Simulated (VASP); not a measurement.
# GW on Bi2Te3 (Tellurobismuthite): a test of the settings, part 2 of 2

How far does the GW correction to the gap of Bi2Te3 (Tellurobismuthite) depend on the settings? The starting structure is a measured crystal structure from the Crystallography Open Database. The atoms were first relaxed with LDA in that cell, in a run that isn't shown, and the relaxed structure is the one below.

VASP 6.6.1.

Results so far: G0W0 (response cutoff 100 eV, 4×4×4 mesh) 1.11 eV.

**3. G0W0 (response cutoff 160 eV, 4×4×4 mesh)**

Level of this step: G0W0 on LDA; plane waves and PAW (Bi_d_GW, Te_GW) (VASP).

It reads the orbitals and their derivatives (WAVECAR and WAVEDER) of a run with the empty bands, which follows a ground-state run; neither is shown.

Input file INCAR:

```
SYSTEM = Bi2Te3
PREC = Accurate
ENCUT = 300
ISMEAR = 0
SIGMA = 0.01
LREAL = .FALSE.
GGA = CA
NBANDS = 784
ALGO = EVGW0
NELMGW = 1
ENCUTGW = 160
NOMEGA = 40
PRECFOCK = Fast
NBANDSGW = 48
LWAVE = .FALSE.
LCHARG = .FALSE.
```

Input file POSCAR:

```
Bi2Te3
1.0
   -4.3860000000      0.0000000000      0.0000000000
    2.1930000000     -3.7983874210      0.0000000000
    2.1930000000      1.2661291403     10.1656666667
Bi Te
2 3
Direct
    0.2012148130      0.6006074065      0.8018222196
    0.7987851870      0.3993925935      0.1981777804
    0.5781308415      0.7890654207      0.3671962622
    0.4218691585      0.2109345793      0.6328037378
    0.0000000000      0.0000000000      0.0000000000
```

Input file KPOINTS:

```
Automatic mesh
0
Gamma
4 4 4
0 0 0
```

Potentials, in the order of the species: Bi_d_GW and Te_GW (LDA family, release 64).

Command:

```console
$ mpirun -np 16 vasp_std
```

The program printed:

```text
[banner, memory and clock lines left out]
running   16 mpi-ranks, on    1 nodes
[...]
[... a notice as in an earlier step ...]

|                                                                             |
|           W    W    AA    RRRRR   N    N  II  N    N   GGGG   !!!           |
|           W    W   A  A   R    R  NN   N  II  NN   N  G    G  !!!           |
|           W    W  A    A  R    R  N N  N  II  N N  N  G       !!!           |
|           W WW W  AAAAAA  RRRRR   N  N N  II  N  N N  G  GGG   !            |
|           WW  WW  A    A  R   R   N   NN  II  N   NN  G    G                |
|           W    W  A    A  R    R  N    N  II  N    N   GGGG   !!!           |
|                                                                             |
|     The default for ENCUTGWSOFT is different in this version of VASP.       |
|     please manually set ENCUTGWSOFT =160 in the INCAR file.                 |
|                                                                             |

[...]
total number of BLAS operations     211498.39 Gflops
NQ=   9    0.2500    0.0000    0.2500,
|.........|.........|.........|.........|.........|.........|.........|.........
 performed      50172000 updates of chi_q(r,r)
 total number of BLAS operations     243552.50 Gflops
NQ=  10    0.5000    0.0000    0.2500,
|.........|.........|.........|.........|.........|.........|.........|.........
 performed      56608000 updates of chi_q(r,r)
 total number of BLAS operations     274081.41 Gflops
NQ=  11    0.0000    0.2500    0.2500,
|.........|.........|.........|.........|.........|.........|.........|.........
 performed      63044000 updates of chi_q(r,r)
 total number of BLAS operations     306706.81 Gflops
NQ=  12    0.2500    0.2500    0.2500,
|.........|.........|.........|.........|.........|.........|.........|.........
 performed      69931000 updates of chi_q(r,r)
 total number of BLAS operations     339547.61 Gflops
NQ=  13    0.0000    0.0000    0.5000,
|.........|.........|.........|.........|.........|.........|.........|.........
 performed      73432000 updates of chi_q(r,r)
 total number of BLAS operations     356413.63 Gflops
 resolving degeneracies of screened two electron integrals

 calculate QP shifts <psi_nk| G(iteration)W_0 |psi_nk>: iteration 1
 entering main loop
[key lines of the parts left out:]
E-fermi :   4.7023
```

It took 13 min on 16 MPI ranks of Intel Xeon 6975P-C (Granite Rapids), shared host; peak memory 13 GiB.

Parts of OUTCAR (step 3):

```text
 QP shifts <psi_nk| G(iteration)W_0 |psi_nk>: iteration 1
 for sc-GW calculations column KS-energies equals QP-energies in previous step
 and V_xc(KS)=  KS-energies - (<T + V_ion + V_H > + <T+V_H+V_ion>^1  + <V_x>^1)
 k-point   1 :       0.0000    0.0000    0.0000
  band No.  KS-energies  QP-energies   sigma(KS)   V_xc(KS)     V^pw_x(r,r')   Z            occupation Imag(sigma)
    ...
     23       2.9205       2.1399     -11.9550     -11.0258     -12.6342       0.8400       2.0000       0.5830
     24       3.7473       3.0773     -11.7014     -10.8999     -12.0798       0.8360       2.0000       0.4635
     25       3.7473       3.0773     -11.7014     -10.8999     -12.0798       0.8360       2.0000       0.4635
     26       4.5977       4.2528     -11.5610     -11.1496     -11.1345       0.8384       2.0000       0.2344
     27       4.8069       5.3834      -9.8256     -10.5054      -7.4773       0.8479       0.0000      -0.3997
     28       5.2645       5.8270     -10.1261     -10.7921      -7.6436       0.8447       0.0000      -0.4670
     29       5.2645       5.8270     -10.1261     -10.7921      -7.6436       0.8447       0.0000      -0.4670
     30       6.4841       7.2688      -9.6547     -10.5798      -6.5751       0.8483       0.0000      -0.6590
    ...

[... 1 part as in an earlier step ...]

[... 2 further parts left out ...]
[key lines of the parts left out:]
E-fermi :   4.7023
```

G0W0 (response cutoff 160 eV, 4×4×4 mesh): the quasiparticle gap on this mesh is 1.131 eV, +0.921 eV from the LDA gap on the same points, with 784 bands.

**4. GW0 with iterated eigenvalues (response cutoff 160 eV, 4×4×4 mesh)**

It reads the orbitals and their derivatives (WAVECAR and WAVEDER) of a run with the empty bands, which follows a ground-state run; neither is shown.

Changes to INCAR since step 3:

```diff
@@ -9,3 +9,3 @@
 ALGO = EVGW0
-NELMGW = 1
+NELMGW = 4
 ENCUTGW = 160
```

POSCAR is that of step 3.

KPOINTS is that of step 3.

Command:

```console
$ mpirun -np 16 vasp_std
```

The program printed:

```text
[banner, memory and clock lines left out]
running   16 mpi-ranks, on    1 nodes
[...]
[... a notice as in an earlier step ...]

 [... a notice as in an earlier step ...]

 LDA part: xc-table for (Slater(with rela. corr.)+CA(PZ))
 , standard interpolation
 found WAVECAR, reading the header
 POSCAR, INCAR and KPOINTS ok, starting setup
[...]
reading WAVECAR
 the WAVECAR file was read successfully
 initial charge from wavefunction
 available memory per node:     16.82 GB, setting MAXMEM to     17228

 The Fermi energy was updated, please check that it is located mid-gap
 values below the HOMO (VB) or above the LUMO (CB) will cause erroneous energies
 E-fermi :   4.7023

 calculate exact exchange contribution
 the WAVEDER file was read successfully
 [... a notice as in an earlier step ...]

energies w=
    0.000    0.000    2.644    0.000    5.274    0.000    7.876    0.000
   10.438    0.000   12.954    0.000   15.419    0.000   17.830    0.000
[...]
total number of BLAS operations     211498.39 Gflops
NQ=   9    0.2500    0.0000    0.2500,
|.........|.........|.........|.........|.........|.........|.........|.........
 performed      50172000 updates of chi_q(r,r)
 total number of BLAS operations     243552.50 Gflops
NQ=  10    0.5000    0.0000    0.2500,
|.........|.........|.........|.........|.........|.........|.........|.........
 performed      56608000 updates of chi_q(r,r)
 total number of BLAS operations     274081.41 Gflops
NQ=  11    0.0000    0.2500    0.2500,
|.........|.........|.........|.........|.........|.........|.........|.........
 performed      63044000 updates of chi_q(r,r)
 total number of BLAS operations     306706.81 Gflops
NQ=  12    0.2500    0.2500    0.2500,
|.........|.........|.........|.........|.........|.........|.........|.........
 performed      69931000 updates of chi_q(r,r)
 total number of BLAS operations     339547.61 Gflops
NQ=  13    0.0000    0.0000    0.5000,
|.........|.........|.........|.........|.........|.........|.........|.........
 performed      73432000 updates of chi_q(r,r)
 total number of BLAS operations     356413.63 Gflops
 resolving degeneracies of screened two electron integrals

 calculate QP shifts <psi_nk| G(iteration)W_0 |psi_nk>: iteration 4
 entering main loop
```

Elapsed: 54 min, on 16 MPI ranks; peak memory 13 GiB.

OUTCAR, selected parts (step 4):

```text
 QP shifts <psi_nk| G(iteration)W_0 |psi_nk>: iteration 2
 k-point   1 :       0.0000    0.0000    0.0000
  band No. old QP-enery  QP-energies   sigma(KS)   T+V_ion+V_H  V^pw_x(r,r')   Z            occupation Imag(sigma)
    ...
     23       2.1399       2.0684     -11.8910      13.9463     -12.6342       0.8443       2.0000       0.6086
     24       3.0773       3.0193     -11.6388      14.6472     -12.0798       0.8414       2.0000       0.4882
     25       3.0773       3.0193     -11.6388      14.6472     -12.0798       0.8414       2.0000       0.4882
     26       4.2528       4.2293     -11.5224      15.7473     -11.1345       0.8434       2.0000       0.2539
     27       5.3834       5.4100      -9.8978      15.3123      -7.4773       0.8518       0.0000      -0.4321
     28       5.8270       5.8508     -10.2014      16.0565      -7.6436       0.8490       0.0000      -0.4985
     29       5.8270       5.8508     -10.2014      16.0565      -7.6436       0.8490       0.0000      -0.4985
     30       7.2688       7.3178      -9.7375      17.0639      -6.5751       0.8514       0.0000      -0.6913
    ...

 QP shifts <psi_nk| G(iteration)W_0 |psi_nk>: iteration 3
 k-point   1 :       0.0000    0.0000    0.0000
  band No. old QP-enery  QP-energies   sigma(KS)   T+V_ion+V_H  V^pw_x(r,r')   Z            occupation Imag(sigma)
    ...
     23       2.0684       2.0604     -11.8874      13.9463     -12.6342       0.8448       2.0000       0.6101
     24       3.0193       3.0128     -11.6357      14.6472     -12.0798       0.8418       2.0000       0.4891
     25       3.0193       3.0128     -11.6357      14.6472     -12.0798       0.8418       2.0000       0.4891
     26       4.2293       4.2259     -11.5221      15.7473     -11.1345       0.8441       2.0000       0.2540
     27       5.4100       5.4098      -9.9026      15.3123      -7.4773       0.8525       0.0000      -0.4338
     28       5.8508       5.8501     -10.2065      16.0565      -7.6436       0.8491       0.0000      -0.5001
     29       5.8508       5.8501     -10.2065      16.0565      -7.6436       0.8491       0.0000      -0.5001
     30       7.3178       7.3197      -9.7438      17.0639      -6.5751       0.8516       0.0000      -0.6936
    ...

 QP shifts <psi_nk| G(iteration)W_0 |psi_nk>: iteration 4
 k-point   1 :       0.0000    0.0000    0.0000
  band No. old QP-enery  QP-energies   sigma(KS)   T+V_ion+V_H  V^pw_x(r,r')   Z            occupation Imag(sigma)
    ...
     23       2.0604       2.0593     -11.8872      13.9463     -12.6342       0.8449       2.0000       0.6102
     24       3.0128       3.0119     -11.6355      14.6472     -12.0798       0.8418       2.0000       0.4891
     25       3.0128       3.0119     -11.6355      14.6472     -12.0798       0.8418       2.0000       0.4891
     26       4.2259       4.2252     -11.5222      15.7473     -11.1345       0.8441       2.0000       0.2539
     27       5.4098       5.4094      -9.9030      15.3123      -7.4773       0.8525       0.0000      -0.4339
     28       5.8501       5.8497     -10.2069      16.0565      -7.6436       0.8492       0.0000      -0.5002
     29       5.8501       5.8497     -10.2069      16.0565      -7.6436       0.8492       0.0000      -0.5002
     30       7.3197       7.3195      -9.7443      17.0639      -6.5751       0.8516       0.0000      -0.6938
    ...

[... 3 parts as in an earlier step ...]

[... 1 further part left out ...]
[key lines of the parts left out:]
E-fermi :   4.7023
```

GW0 with iterated eigenvalues (response cutoff 160 eV, 4×4×4 mesh): the quasiparticle gap on this mesh is 1.184 eV, +0.975 eV from the LDA gap on the same points, with 784 bands.

**5. G0W0 (response cutoff 100 eV, 4×4×4 mesh, 6 empty bands)**

It reads the orbitals and their derivatives (WAVECAR and WAVEDER) of a run with the empty bands, which follows a ground-state run; neither is shown.

Input file INCAR:

```
SYSTEM = Bi2Te3
PREC = Accurate
ENCUT = 300
ISMEAR = 0
SIGMA = 0.01
LREAL = .FALSE.
GGA = CA
NBANDS = 32
ALGO = EVGW0
NELMGW = 1
ENCUTGW = 100
NOMEGA = 40
PRECFOCK = Fast
NBANDSGW = 32
LWAVE = .FALSE.
LCHARG = .FALSE.
```

POSCAR is that of step 4.

KPOINTS is that of step 4.

Command:

```console
$ mpirun -np 16 vasp_std
```

The program printed:

```text
[banner, memory and clock lines left out]
running   16 mpi-ranks, on    1 nodes
[...]
[... a notice as in an earlier step ...]

 [... a notice as in an earlier step ...]

 LDA part: xc-table for (Slater(with rela. corr.)+CA(PZ))
 , standard interpolation
 found WAVECAR, reading the header
 POSCAR, INCAR and KPOINTS ok, starting setup
[...]
reading WAVECAR
 the WAVECAR file was read successfully
 initial charge from wavefunction
 available memory per node:     16.97 GB, setting MAXMEM to     17376

 The Fermi energy was updated, please check that it is located mid-gap
 values below the HOMO (VB) or above the LUMO (CB) will cause erroneous energies
 E-fermi :   4.7023

 calculate exact exchange contribution
 the WAVEDER file was read successfully
 [... a notice as in an earlier step ...]

energies w=
    0.000    0.000    2.460    0.000    4.909    0.000    7.335    0.000
    9.729    0.000   12.084    0.000   14.395    0.000   16.661    0.000
[...]
total number of BLAS operations        952.77 Gflops
NQ=   9    0.2500    0.0000    0.2500,
|.........|.........|.........|.........|.........|.........|.........|.........
 performed        924000 updates of chi_q(r,r)
 total number of BLAS operations       1102.73 Gflops
NQ=  10    0.5000    0.0000    0.2500,
|.........|.........|.........|.........|.........|.........|.........|.........
 performed       1050000 updates of chi_q(r,r)
 total number of BLAS operations       1247.28 Gflops
NQ=  11    0.0000    0.2500    0.2500,
|.........|.........|.........|.........|.........|.........|.........|.........
 performed       1176000 updates of chi_q(r,r)
 total number of BLAS operations       1401.96 Gflops
NQ=  12    0.2500    0.2500    0.2500,
|.........|.........|.........|.........|.........|.........|.........|.........
 performed       1314000 updates of chi_q(r,r)
 total number of BLAS operations       1563.93 Gflops
NQ=  13    0.0000    0.0000    0.5000,
|.........|.........|.........|.........|.........|.........|.........|.........
 performed       1360000 updates of chi_q(r,r)
 total number of BLAS operations       1625.37 Gflops
 resolving degeneracies of screened two electron integrals

 calculate QP shifts <psi_nk| G(iteration)W_0 |psi_nk>: iteration 1
 entering main loop
```

Elapsed: 37 s, on 16 MPI ranks; peak memory 5.1 GiB; 9.6 min of CPU time.

From OUTCAR (step 5):

```text
 QP shifts <psi_nk| G(iteration)W_0 |psi_nk>: iteration 1
 for sc-GW calculations column KS-energies equals QP-energies in previous step
 and V_xc(KS)=  KS-energies - (<T + V_ion + V_H > + <T+V_H+V_ion>^1  + <V_x>^1)
 k-point   1 :       0.0000    0.0000    0.0000
  band No.  KS-energies  QP-energies   sigma(KS)   V_xc(KS)     V^pw_x(r,r')   Z            occupation Imag(sigma)
    ...
     23       2.9205       3.1468     -10.7719     -11.0258     -12.6342       0.8913       2.0000       0.7867
     24       3.7473       4.1729     -10.4189     -10.8999     -12.0798       0.8849       2.0000       0.6666
     25       3.7473       4.1729     -10.4189     -10.8999     -12.0798       0.8849       2.0000       0.6666
     26       4.5977       5.6486      -9.9686     -11.1496     -11.1345       0.8898       2.0000       0.4365
     27       4.8069       7.0280      -8.0179     -10.5054      -7.4773       0.8929       0.0000      -0.2752
     28       5.2645       7.4657      -8.3231     -10.7921      -7.6436       0.8916       0.0000      -0.3553
     29       5.2645       7.4657      -8.3231     -10.7921      -7.6436       0.8916       0.0000      -0.3553
     30       6.4841       9.1838      -7.5936     -10.5798      -6.5751       0.9041       0.0000      -0.5368
    ...

[... 1 part as in an earlier step ...]

[... 2 further parts left out ...]
[key lines of the parts left out:]
E-fermi :   4.7023
```

G0W0 (response cutoff 100 eV, 4×4×4 mesh, 6 empty bands): the quasiparticle gap on this mesh is 1.379 eV, +1.170 eV from the LDA gap on the same points, with 32 bands.

**6. The runs compared**

```tsv
run	LDA gap on the mesh (eV)	GW gap (eV)	correction (eV)	bands
G0W0 (response cutoff 100 eV, 4×4×4 mesh)	0.209	1.114	0.905	400
G0W0 (response cutoff 160 eV, 4×4×4 mesh)	0.209	1.131	0.921	784
GW0 with iterated eigenvalues (response cutoff 160 eV, 4×4×4 mesh)	0.209	1.184	0.975	784
G0W0 (response cutoff 100 eV, 4×4×4 mesh, 6 empty bands)	0.209	1.379	1.17	32
```

**7. Results**

* gap, G0W0 (response cutoff 100 eV, 4×4×4 mesh): 1.114 eV
* gap, G0W0 (response cutoff 160 eV, 4×4×4 mesh): 1.131 eV
* gap, GW0 with iterated eigenvalues (response cutoff 160 eV, 4×4×4 mesh): 1.184 eV
* gap, G0W0 (response cutoff 100 eV, 4×4×4 mesh, 6 empty bands): 1.379 eV

What this shows: The correction to the LDA gap of Bi2Te3 (Tellurobismuthite) is +0.905 eV at a response cutoff of 100 eV, +0.921 eV at a response cutoff of 160 eV. The number of bands rises with the cutoff. Iterating the eigenvalues in G raises the gap by +0.054 eV. With 6 empty bands alone, a slip made on purpose, the correction is +1.170 eV against +0.905 eV. Errors of the two band edges can cancel in a gap, so a value close to the better runs would prove nothing. VASP warns in its log that the frequency grid doesn't suit these quasiparticle energies and asks for more k-points, so these gaps are no firm results. Spin-orbit coupling is left out, which with elements this heavy can change the gap by tenths of an eV or more. From a response cutoff of 100 to 160 eV the correction still moves by +0.016 eV, so cutoff and bands aren't shown to be converged. The LDA gap along the bands, from another run on this structure, is 0.202 eV. On the 4×4×4 mesh it is 0.209 eV, so this mesh comes close to the edges. Further runs on this material are not shown.

[Lines on the potential files, build, host, timing and source positions are cut from VASP's logs without a mark.]

[Logs are printed without paths, hosts, clocks, repeated set-up lines and the standing remarks that a program may print on its own settings, such as how far it seeks lower states.]

[Hosts, paths, dates, database ids (printed as entryN), source tags and the programs' standing remarks are cut or masked in the printed files.]
